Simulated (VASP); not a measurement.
Here is the system:

```yaml
crystal:
  lattice:
    - [3.75930, 0.00000, 0.00000]
    - [-1.87965, 3.25565, 0.00000]
    - [0.00000, 0.00000, 3.59711]
  atoms:
    - { symbol: Sn, position: [0.00000, 0.00000, 0.00000] }
    - { symbol: Si, position: [0.66667, 0.33333, 0.50000] }
```

Computed with PBEsol GGA with spin-orbit coupling, VASP's PBE PAW potentials (set 64) (plane waves; VASP 6.6.1). Numerical set-up: 400 eV cut-off, 10×10×9 Γ-centred mesh, Gaussian smearing of 0.050 eV, potentials Sn_d Si.

Q: Estimate the energy per atom (σ→0), band gap (over mesh and band path) with the smallest direct gap where there is one.

A: 
```yaml
band gap (over mesh and band path): none (metal, semimetal or under 0.01 eV)
energy per atom (σ→0): -4.662 eV/atom
```

Only differences to runs with the same potentials and settings are physical.

The structure was generated: SiSn was put into the WC type (P-6m2), which need not be its known phase. It was relaxed first, which changed the volume by +11 %.
